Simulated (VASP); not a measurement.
Input:

```xyz
2
Lattice="0.0000 2.6513 2.6513 2.6513 0.0000 2.6513 2.6513 2.6513 0.0000" Properties=species:S:1:pos:R:3 pbc="T T T"
Ga     0.0000     0.0000     0.0000
As     2.6513     2.6513     2.6513
```

Computed with PBEsol GGA, VASP's PBE PAW potentials (set 64) (plane waves; VASP 6.6.1). Run with 400 eV cut-off, 13×13×13 Γ-centred mesh, tetrahedra with Blöchl corrections, potentials Ga_d As.

Question: The job: GaAs (relaxed from the rock salt structure, space group Fm-3m), 2 atoms, PBEsol, static run, 400 eV, 13×13×13 Γ-centred mesh. Roughly how much core time does it take on a busy server core?

Answer: About 50 core-seconds (one run on a shared machine, a rough figure). It had 84 irreducible k-points, 13 bands, up to 688 plane waves and 15 electronic steps.

The structure was generated: GaAs was put into the rock salt type (Fm-3m), which need not be its known phase. It was relaxed first, which changed the volume by +6 %.
